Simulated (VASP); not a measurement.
```yaml
crystal:
  lattice:
    - [0.00000, 2.51660, 2.51660]
    - [2.51660, 0.00000, 2.51660]
    - [2.51660, 2.51660, 0.00000]
  atoms:
    - { symbol: Hf, position: [0.00000, 0.00000, 0.00000] }
    - { symbol: O, position: [0.25000, 0.25000, 0.25000] }
    - { symbol: O, position: [0.75000, 0.75000, 0.75000] }
```

Calculation: r2SCAN meta-GGA, VASP's PBE PAW potentials (set 64) (plane waves; VASP 6.6.1). Run with 520 eV cut-off, 10×10×10 Γ-centred mesh, tetrahedra with Blöchl corrections, potentials Hf_pv O.

Unless said otherwise, spin-orbit coupling is left out, though it shifts the bands of the heavy elements here.

**Question.** Predict the energy per atom (σ→0), band gap (over mesh and band path) with the smallest direct gap where there is one.

**Answer.** 
band gap (over mesh and band path): 4.36 eV
smallest direct gap (over mesh and band path): 4.36 eV
energy per atom (σ→0): -2204.8 kJ/mol of atoms

Only differences to runs with the same potentials and settings are physical.

The compound is HfO2 in the fluorite structure, the high-temperature cubic form, which is unstable at 0 K; the monoclinic form is the stable one. It was relaxed first.
